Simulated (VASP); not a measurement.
# CrCdNi2S4 (I-42m) in VASP: single point with r2SCAN

Aim: the single point of CrCdNi2S4 with r2SCAN.

Program: VASP 6.6.1. These are calculated values, not measurements. Logs are shortened: lines on timing, memory, paths and dates and some standing lists are left out, and cuts for length are marked.

### 1 The structure

The structure is tetragonal, space group I-42m (No. 121). The conventional cell has a = 5.356 Å, b = 5.356 Å, c = 10.424 Å, α = 90.00°, β = 90.00°, γ = 90.00°. Cd (site symmetry -42m) is surrounded by 4 S at 2.43 Å. Cr (site symmetry -42m) has 4 S at 2.31 Å as nearest neighbours. Ni (site symmetry -4) is surrounded by 4 S at 2.23 Å. S (site symmetry m) has 2 Ni at 2.23 Å and 1 Cr at 2.31 Å and 1 Cd at 2.43 Å as nearest neighbours.

The cell was built by a generator and needn't be a form met in nature.

### 2 Single point, r2SCAN

Input file POSCAR:

```
CrCdNi2S4
1.0
    0.0000000000      5.3557252200      0.0000000000
    5.3557252200      0.0000000000      0.0000000000
    2.6778626100      2.6778626100     -5.2119417600
Cd Cr Ni S
1 1 2 4
Direct
    0.0000000000      0.0000000000      0.0000000000
    0.5000000000      0.5000000000      0.0000000000
    0.2500000000      0.7500000000      0.5000000000
    0.7500000000      0.2500000000      0.5000000000
    0.6034200000      0.6034200000      0.2735600000
    0.3965800000      0.8769800000      0.7264400000
    0.1230200000      0.1230200000      0.2735600000
    0.8769800000      0.3965800000      0.7264400000
```

Input file INCAR.step1:

```
SYSTEM = CrCdNi2S4
PREC = Accurate
ENCUT = 520
ISMEAR = -1
SIGMA = 0.1
LREAL = .FALSE.
LASPH = .TRUE.
NELM = 100
NBANDS = 44
GGA = PE
ALGO = Normal
EDIFF = 1E-4
LWAVE = .TRUE.
LCHARG = .FALSE.
```

Input file INCAR.step2:

```
SYSTEM = CrCdNi2S4
PREC = Accurate
ENCUT = 520
EDIFF = 1E-6
ISMEAR = -1
SIGMA = 0.1
LREAL = .FALSE.
LASPH = .TRUE.
NELM = 100
ALGO = Normal
ISIF = 2
LWAVE = .FALSE.
LCHARG = .FALSE.
METAGGA = R2SCAN
LMIXTAU = .TRUE.
NBANDS = 44
ISTART = 1
```

Input file KPOINTS:

```
Automatic mesh
0
G
  5 5 5
  0 0 0
```

Potentials or basis: VASP PAW PBE potentials, release 64 (Cd, Cr_pv, Ni, S).

The run is started by

```console
cat potpaw_PBE.64/Cd/POTCAR potpaw_PBE.64/Cr_pv/POTCAR potpaw_PBE.64/Ni/POTCAR potpaw_PBE.64/S/POTCAR > POTCAR
cp INCAR.step1 INCAR
mpirun -np 1 vasp_std > vasp.out
cp INCAR.step2 INCAR
mpirun -np 1 vasp_std > vasp.out
```

OUTCAR:

```text
SYSTEM = CrCdNi2S4
   PREC = Accurate
   ENCUT = 520
   EDIFF = 1E-6
   ISMEAR = -1
   LREAL = .FALSE.
   LASPH = .TRUE.
   NELM = 100
   ISIF = 2
   METAGGA = R2SCAN
   ISTART = 1

 ion  position               nearest neighbor table
   1  0.000  0.000  0.000-   5 2.43   6 2.43   7 2.43   8 2.43
   2  0.500  0.500  0.000-   5 2.31   6 2.31   7 2.31   8 2.31
   3  0.250  0.750  0.500-   5 2.23   7 2.23   8 2.23   6 2.23
   4  0.750  0.250  0.500-   5 2.23   6 2.23   7 2.23   8 2.23
   5  0.603  0.603  0.274-   3 2.23   4 2.23   2 2.31   1 2.43
   6  0.397  0.877  0.726-   4 2.23   3 2.23   2 2.31   1 2.43
   7  0.123  0.123  0.274-   3 2.23   4 2.23   2 2.31   1 2.43
   8  0.877  0.397  0.726-   3 2.23   4 2.23   2 2.31   1 2.43

  LATTYP: Found a body centered tetragonal cell.
 ALAT       =     5.3557252200
 C/A-ratio  =     1.9463066330

  Lattice vectors:

 A1 = (  -2.6778626100,   2.6778626100,   5.2119417600)
 A2 = (   2.6778626100,  -2.6778626100,   5.2119417600)
 A3 = (   2.6778626100,   2.6778626100,  -5.2119417600)

Analysis of symmetry for initial positions (statically):
=====================================================================
 Subroutine PRICEL returns:
 Original cell was already a primitive cell.

 Routine SETGRP: Setting up the symmetry group for a
 body centered tetragonal supercell.

 Subroutine GETGRP returns: Found  8 space group operations
 (whereof  8 operations were pure point group operations)
 out of a pool of 16 trial point group operations.

The static configuration has the point symmetry D_2d.

Analysis of symmetry for dynamics (positions and initial velocities):
=====================================================================
 Subroutine PRICEL returns:
 Original cell was already a primitive cell.

 Routine SETGRP: Setting up the symmetry group for a
 body centered tetragonal supercell.

 Subroutine GETGRP returns: Found  8 space group operations
 (whereof  8 operations were pure point group operations)
 out of a pool of 16 trial point group operations.

The dynamic configuration has the point symmetry D_2d.

 Subroutine INISYM returns: Found  8 space group operations
 (whereof  8 operations are pure point group operations),
 and found     1 'primitive' translations

----------------------------------------------------------------------------------------

                                     Primitive cell

  volume of cell :     149.4983

  direct lattice vectors                    reciprocal lattice vectors
     0.000000000  5.355725220  0.000000000     0.000000000  0.186716077  0.095933536
     5.355725220  0.000000000  0.000000000     0.186716077  0.000000000  0.095933536
     2.677862610  2.677862610 -5.211941760     0.000000000  0.000000000 -0.191867071

  length of vectors
     5.355725220  5.355725220  6.442533137     0.209919357  0.209919357  0.191867071

  position of ions in fractional coordinates (direct lattice)
     0.000000000  0.000000000  0.000000000
     0.500000000  0.500000000  0.000000000
     0.250000000  0.750000000  0.500000000
     0.750000000  0.250000000  0.500000000
     0.603420000  0.603420000  0.273560000
     0.396580000  0.876980000  0.726440000
     0.123020000  0.123020000  0.273560000
     0.876980000  0.396580000  0.726440000

  ion indices of the primitive-cell ions
   primitive index   ion index
                 1           1
                 2           2
                 3           3
                 4           4
                 5           5
                 6           6
                 7           7
                 8           8

----------------------------------------------------------------------------------------

 KPOINTS: Automatic mesh

Automatic generation of k-mesh.
 Grid dimensions read from file:
 generate k-points for:    5    5    5

 Generating k-lattice:

  Cartesian coordinates                     Fractional coordinates (reciprocal lattice)
     0.000000000  0.037343215  0.019186707     0.200000000  0.000000000 -0.000000000
     0.037343215  0.000000000  0.019186707     0.000000000  0.200000000 -0.000000000
     0.000000000  0.000000000 -0.038373414     0.000000000  0.000000000  0.200000000

  Length of vectors
     0.041983871  0.041983871  0.038373414

  Shift w.r.t. Gamma in fractional coordinates (k-lattice)
     0.000000000  0.000000000  0.000000000

 Subroutine IBZKPT returns following result:
 ===========================================

 Found     18 irreducible k-points:

 Following reciprocal coordinates:
            Coordinates               Weight
  0.000000  0.000000  0.000000      1.000000
  0.200000  0.000000 -0.000000      8.000000
  0.400000  0.000000 -0.000000      8.000000
  0.200000  0.200000 -0.000000      8.000000
  0.400000  0.200000 -0.000000     16.000000
 -0.400000  0.200000 -0.000000     16.000000
[... 10 lines left out ...]
  0.000000  0.000000  0.400000      2.000000
 -0.200000  0.000000  0.400000      4.000000
   k-points           NKPTS =     18   k-points in BZ     NKDIM =     18   number of bands    NBANDS=     44
   number of dos      NEDOS =    301   number of ions     NIONS =      8
   total plane-waves  NPLWV =  76800
   dimension x,y,z NGX =    40 NGY =   40 NGZ =   48
   dimension x,y,z NGXF=    80 NGYF=   80 NGZF=   96
   ions per type =               1   1   2   4
   NGX,Y,Z   is equivalent  to a cutoff of  12.42, 12.42, 12.39 a.u.
   NGXF,Y,Z  is equivalent  to a cutoff of  24.83, 24.83, 24.77 a.u.
 SYSTEM =  CrCdNi2S4
   PREC   = accura    normal or accurate (medium, high low for compatibility)
   ISTART =      1    job   : 0-new  1-cont  2-samecut
   ICHARG =      0    charge: 1-file 2-atom 10-const
   ISPIN  =      1    spin polarized calculation?
   LNONCOLLINEAR =      F non collinear calculations
   LSORBIT =      F    spin-orbit coupling
   LASPH  =      T    aspherical Exc in radial PAW
   ENCUT  =  520.0 eV  38.22 Ry    6.18 a.u.   9.96  9.96 11.98*2*pi/ulx,y,z
   NELM   =    100;   NELMIN=  2; NELMDL=  0     # of ELM steps
   EDIFF  = 0.1E-05   stopping-criterion for ELM
   LREAL  =      F    real-space projection
   EDIFFG = 0.1E-04   stopping-criterion for IOM
   NSW    =      0    number of steps for IOM
   IBRION =     -1    ionic relax: 0-MD 1-quasi-New 2-CG
   NFREE  =      0    steps in history (QN), initial steepest desc. (CG)
   ISIF   =      2    stress and relaxation
   ISYM   =      2    0-nonsym 1-usesym 2-fastsym
   POTIM  = 0.5000    time-step for ionic-motion
   TEBEG  =    0.0;   TEEND  =   0.0 temperature during run
   PSTRESS=    0.0 pullay stress
   NELECT =      68.0000    total number of electrons
   NUPDOWN=      -1.0000    fix difference up-down
   EMIN   =  10.00;   EMAX   =-10.00  energy-range for DOS
   EFERMI =   0.00;   METHOD = LEGACY
   ISMEAR =    -1;   SIGMA  =   0.10  broadening in eV -4-tet -1-fermi 0-gaus
   EFERMI_NEDOS =   21; number of points for ismear=-14 and -15
   IALGO  =     38    algorithm
   IMIX   =      4    mixing-type and parameters
     AMIX     =   0.40;   BMIX     =  1.00
     AMIX_MAG =   1.60;   BMIX_MAG =  1.00
  volume/ion in A,a.u.               =      18.69       126.11
  Fermi-wavevector in a.u.,A,eV,Ry     =   1.259019  2.379202 21.567001  1.585130
  Thomas-Fermi vector in A             =   2.392600
   LORBIT       =      0    0 simple, 1 ext, 2 COOP (PROOUT), +10 PAW based schemes
   METAGGA = R2SCAN    functional components
   LHFCALC =     F    Hartree Fock is set to
   AEXX    =    0.0000 exact exchange contribution
   IVDW    =     0    specifies the selected vdW correction
   LEPSILON=     F    determine dielectric tensor
   LRPA    =     F    only Hartree local field effects (RPA)
 non-spin polarized calculation
  energy-cutoff  :      520.00
  volume of cell :      149.50
 maximum number of plane-waves:      4055
   NGX = 19   NGY = 19   NGZ = 23

 number of electron      67.9999999 magnetization

 Free energy of the ion-electron system (eV)
  ---------------------------------------------------
  ext. energy  EPLUGINS =         0.00000000
  ---------------------------------------------------
  free energy    TOTEN  =       -94.05736425 eV

  energy without entropy =      -93.83811881  energy(sigma->0) =      -93.94774153

 E-fermi :   4.8336     XC(G=0): -10.7806

 val. band max:        4.7736457190   @ k =  -0.4000   0.4000   0.0000
 cond. band min:       4.8626526278   @ k =   0.2000   0.2000  -0.0000
 fundamental gap:      0.0890069088
 Fermi energy:         4.8335874681

 k-point     1 :       0.0000    0.0000    0.0000
  band No.  band energies     occupation
      1     -40.1662      2.00000
      2     -40.1462      2.00000
      3     -40.1462      2.00000
      4     -10.1702      2.00000
      5      -8.9893      2.00000
      6      -8.9893      2.00000
[... 36 lines left out ...]
     43       9.9663      0.00000
     44      11.0023      0.00000

 k-point     2 :       0.2000    0.0000   -0.0000
  band No.  band energies     occupation
      1     -40.1662      2.00000
      2     -40.1462      2.00000
      3     -40.1462      2.00000
      4     -10.0465      2.00000
      5      -9.0762      2.00000
      6      -9.0142      2.00000
[... 36 lines left out ...]
     43      10.3075      0.00000
     44      10.4845      0.00000

 k-point     3 :       0.4000    0.0000   -0.0000
  band No.  band energies     occupation
      1     -40.1662      2.00000
      2     -40.1462      2.00000
      3     -40.1462      2.00000
      4      -9.7263      2.00000
      5      -9.3441      2.00000
      6      -9.0400      2.00000
[... 694 lines left out ...]
     43       9.1457      0.00000
     44       9.2817      0.00000

 k-point    18 :      -0.2000    0.0000    0.4000
  band No.  band energies     occupation
      1     -40.1662      2.00000
      2     -40.1462      2.00000
      3     -40.1462      2.00000
      4      -9.6857      2.00000
      5      -9.3522      2.00000
      6      -9.1105      2.00000
[... 36 lines left out ...]
     43       9.4773      0.00000
     44      10.1708      0.00000

------------------------ aborting loop because EDIFF is reached ----------------------------------------

  FORCE on cell =-STRESS in cart. coord.  units (eV):
  Direction    XX          YY          ZZ          XY          YZ          ZX
  --------------------------------------------------------------------------------------
  -------------------------------------------------------------------------------------
  Total       -3.4476460     -3.4476460     -3.5339978      0.0000000      0.0000000      0.0000000
  in kB      -36.9485260    -36.9485260    -37.8739616      0.0000000      0.0000000      0.0000000
  external PRESSURE =     -37.2570045 kB  Pullay stress =       0.0000000 kB

 VOLUME and BASIS-vectors are now :
 -----------------------------------------------------------------------------
  energy-cutoff  :      520.00
  volume of cell :      149.50
      direct lattice vectors                 reciprocal lattice vectors
     0.000000000  5.355725220  0.000000000     0.000000000  0.186716077  0.095933536
     5.355725220  0.000000000  0.000000000     0.186716077  0.000000000  0.095933536
     2.677862610  2.677862610 -5.211941760     0.000000000  0.000000000 -0.191867071

 POSITION                                       TOTAL-FORCE (eV/Angst)
 -----------------------------------------------------------------------------------
      0.00000      0.00000      0.00000        -0.000000      0.000000      0.000000
      2.67786      2.67786      0.00000        -0.000000      0.000000      0.000000
      5.35573      2.67786     -2.60597        -0.000000      0.000000      0.000000
      2.67786      5.35573     -2.60597        -0.000000      0.000000      0.000000
      3.96431      3.96431     -1.42578        -1.322656     -1.322656      0.143534
      6.64217      4.06928     -3.78616        -1.322656      1.322656     -0.143534
      1.39142      1.39142     -1.42578         1.322656      1.322656      0.143534
      4.06928      6.64217     -3.78616         1.322656     -1.322656     -0.143534
 -----------------------------------------------------------------------------------
    total drift:                               -0.000754     -0.000754      0.000549

  FREE ENERGIE OF THE ION-ELECTRON SYSTEM (eV)
  ---------------------------------------------------
  free  energy   TOTEN  =       -94.0573642491 eV

  energy  without entropy=      -93.8381188120  energy(sigma->0) =      -93.94774153
```

Wall time 17 min (1 thread of Intel Xeon Platinum 8259CL at 2.50GHz (Skylake/Cascade Lake), shared host); peak memory 0.37 GiB.

What came out:

```
Free energy            : -94.0574 eV
Pressure               : -3.7 GPa
Largest force          : 1.876 eV/Å
Band gap on the k mesh : none (metal or under the smearing width)
```

Forces on the atoms (eV/Å):
```
Cd   0.000  0.000  0.000
Cr   0.000  0.000  0.000
Ni   0.000  0.000  0.000
Ni   0.000  0.000  0.000
S   -1.323 -1.323  0.144
S   -1.323  1.323 -0.144
S    1.323  1.323  0.144
S    1.323 -1.323 -0.144
```

Caveat: the PAW data sets were made with another functional, which shifts forces and pressure a little; the run has no spin polarisation, though such a crystal can be magnetic.
